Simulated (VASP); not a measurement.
Method: LDA (Ceperley-Alder, Perdew-Zunger), VASP's LDA PAW potentials (set 64) (plane waves; VASP).

The input files of a VASP run:

File POSCAR:
```
AuAl2
1
    0.0000000000     2.9792438140     2.9792438140
    2.9792438140     0.0000000000     2.9792438140
    2.9792438140     2.9792438140     0.0000000000
Al Au
2 1
Direct
  0.2500000000   0.2500000000   0.2500000000
  0.7500000000   0.7500000000   0.7500000000
  0.0000000000   0.0000000000   0.0000000000
```

**KPOINTS**
```
Automatic mesh
0
Gamma
8 8 8
0 0 0
```

INCAR:
```
SYSTEM = AuAl2
PREC = Accurate; ENCUT = 400; LREAL = F
LASPH = T
EDIFF = 1E-6; NELM = 100; ALGO = Normal
LMAXMIX = 6
ISMEAR = 1; SIGMA = 0.1
IBRION = 2; NSW = 60; ISIF = 3
EDIFFG = -0.02
LWAVE = F; LCHARG = F
```

POTCAR, in this order: Al Au (LDA.64 set). Program: vasp_std.

The run wrote:

**OSZICAR**
```
       N       E                     dE             d eps       ncg     rms          rms(c)
DAV:   1     0.454319916976E+02    0.45432E+02   -0.61584E+03   728   0.938E+02
DAV:   2    -0.141681841345E+02   -0.59600E+02   -0.55582E+02   840   0.179E+02
DAV:   3    -0.156612767233E+02   -0.14931E+01   -0.14777E+01   864   0.273E+01
DAV:   4    -0.156720004017E+02   -0.10724E-01   -0.10712E-01   828   0.273E+00
DAV:   5    -0.156721355247E+02   -0.13512E-03   -0.13510E-03   864   0.305E-01    0.936E+00
DAV:   6    -0.144284562692E+02    0.12437E+01   -0.64831E+00   788   0.285E+01    0.393E+00
DAV:   7    -0.143381298843E+02    0.90326E-01   -0.28527E-01   728   0.617E+00    0.184E+00
DAV:   8    -0.142980377949E+02    0.40092E-01   -0.30713E-02   820   0.124E+00    0.407E-01
DAV:   9    -0.142965384923E+02    0.14993E-02   -0.30302E-03   808   0.630E-01    0.214E-01
DAV:  10    -0.142965558275E+02   -0.17335E-04   -0.14176E-04   804   0.112E-01    0.383E-02
DAV:  11    -0.142965498858E+02    0.59417E-05   -0.82865E-06   828   0.246E-02    0.124E-02
DAV:  12    -0.142965497776E+02    0.10826E-06   -0.84075E-07   484   0.102E-02
   1 F= -.14296550E+02 E0= -.14296150E+02  d E =-.142965E+02
```

File OUTCAR:
```
------------------------ aborting loop because EDIFF is reached ----------------------------------------
  FORCE on cell =-STRESS in cart. coord.  units (eV):
  Direction    XX          YY          ZZ          XY          YZ          ZX
  --------------------------------------------------------------------------------------
  Total       -0.0453633     -0.0453633     -0.0453633     -0.0000000     -0.0000000     -0.0000000
  in kB       -1.3742532     -1.3742532     -1.3742532     -0.0000000     -0.0000000     -0.0000000
  external PRESSURE =      -1.3742532 kB  Pullay stress =       0.0000000 kB
  volume of cell :       52.89
      direct lattice vectors                 reciprocal lattice vectors
     0.000000000  2.979243814  2.979243814    -0.167827822  0.167827822  0.167827822
     2.979243814  0.000000000  2.979243814     0.167827822 -0.167827822  0.167827822
     2.979243814  2.979243814  0.000000000     0.167827822  0.167827822 -0.167827822
 POSITION                                       TOTAL-FORCE (eV/Angst)
 -----------------------------------------------------------------------------------
      1.48962      1.48962      1.48962        -0.000000     -0.000000     -0.000000
      4.46887      4.46887      4.46887         0.000000      0.000000      0.000000
      0.00000      0.00000      0.00000         0.000000      0.000000      0.000000
 -----------------------------------------------------------------------------------
    total drift:                               -0.000000     -0.000000      0.000000
  FREE ENERGIE OF THE ION-ELECTRON SYSTEM (eV)
  ---------------------------------------------------
  free  energy   TOTEN  =       -14.2965497776 eV

  energy  without entropy=      -14.2953510676  energy(sigma->0) =      -14.29615021

 reached required accuracy - stopping structural energy minimisation
```
(Selected blocks of OUTCAR.)

The compound is AuAl2 in the fluorite structure. It was relaxed first. The start is the result of an earlier pass. The electron count is odd and the run is not spin-polarised, which forces a metal.
